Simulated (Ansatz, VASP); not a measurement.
# One calculation of InAsF6, two programs

File INCAR:

```
ALGO = Normal
EDIFF = 1E-7
ENCUT = 520
GGA = PE
ISIF = 2
ISMEAR = -1
LASPH = True
LCHARG = False
LREAL = False
LWAVE = False
NBANDS = 40
NELM = 60
PREC = Accurate
SIGMA = 0.05
```

Contents of KPOINTS:

```
k-points
0
Gamma
  5 5 5
```

The input POSCAR:

```
InAsF6
1.0
    3.8193378912      2.2050957596      2.6199350752
   -3.8193378912      2.2050957596      2.6199350752
    0.0000000000     -4.4101915192      2.6199350752
In As F
1 1 6
Direct
    0.0044410000      0.0008360000     -0.0026190000
    0.5144920000      0.4945540000      0.4985310000
    0.2358440000      0.2909130000      0.5823390000
    0.6969400000      0.4161360000      0.7850820000
    0.4128770000      0.7656360000      0.7032560000
    0.7684600000      0.7022030000      0.4078300000
    0.5804120000      0.2336080000      0.2976960000
    0.2967950000      0.5808310000      0.2258430000
```

File input.yaml:

```yaml
crystal:
  lattice:
    - [3.8193378912, 2.2050957596, 2.6199350752]
    - [-3.8193378912, 2.2050957596, 2.6199350752]
    - [0.0, -4.4101915192, 2.6199350752]
  atoms:
    - { symbol: In, position: [0.004441, 0.000836, -0.002619] }
    - { symbol: As, position: [0.514492, 0.494554, 0.498531] }
    - { symbol: F, position: [0.235844, 0.290913, 0.582339] }
    - { symbol: F, position: [0.69694, 0.416136, 0.785082] }
    - { symbol: F, position: [0.412877, 0.765636, 0.703256] }
    - { symbol: F, position: [0.76846, 0.702203, 0.40783] }
    - { symbol: F, position: [0.580412, 0.233608, 0.297696] }
    - { symbol: F, position: [0.296795, 0.580831, 0.225843] }
hamiltonian:
  xc: pbe
  pseudopotentials: { kind: paw }
kpoints:
  mp_grid: { grid: [5, 5, 5] }
scf:
  occupations: { method: fermi_dirac, width: 0.05 }
output:
  forces: true
  stress: true
  eigenvalues: true
```

Change from the starting cell: atoms moved at random, drawn with an rms of 0.05 Å.

Alike in both runs: task single point; functional PBE; k mesh 5 × 5 × 5; occupations fermi-dirac, width 0.05 eV; no spin polarisation.

|  | VASP | Ansatz |
| --- | --- | --- |
| version | VASP 6.6.1 | Ansatz 0.2.0 |
| potentials or method | VASP PAW PBE potentials, release 64 (In_d, As, F) | Ansatz PAW |
| plane-wave cutoff (eV) | 520 | 420 |
| valence electrons in the cell | 60 | 70 |

|  | VASP | Ansatz | Ansatz less VASP |
| --- | --- | --- | --- |
| gap on the k mesh at the Fermi level (eV) | 3.63 | 3.68 | +0.054 |
| least direct gap on the mesh (eV) | 3.84 | 3.89 | +0.054 |
| pressure (GPa) | 2.1 | 1.3 | -0.73 |
| largest component of the traceless stress (GPa) | 1.55 | 1.40 | -0.155 |
| rms of the force components (eV/Å) | 0.957 | 0.873 | -0.0841 |

Atom by atom the forces differ by 0.141 eV/Å (rms over components). The two sets of potentials don't hold the same shells in valence.

Caveats: spin-orbit coupling is left out, which moves the levels of the heavy elements; an odd mesh through Γ misses points on the zone boundary, where band edges often lie (VASP); odd divisions of the mesh miss points on the zone boundary, where band edges often lie, so the gap on the mesh can be too wide (Ansatz); the pressure holds a Pulay correction of +0.6 GPa for the finite cutoff (Ansatz).
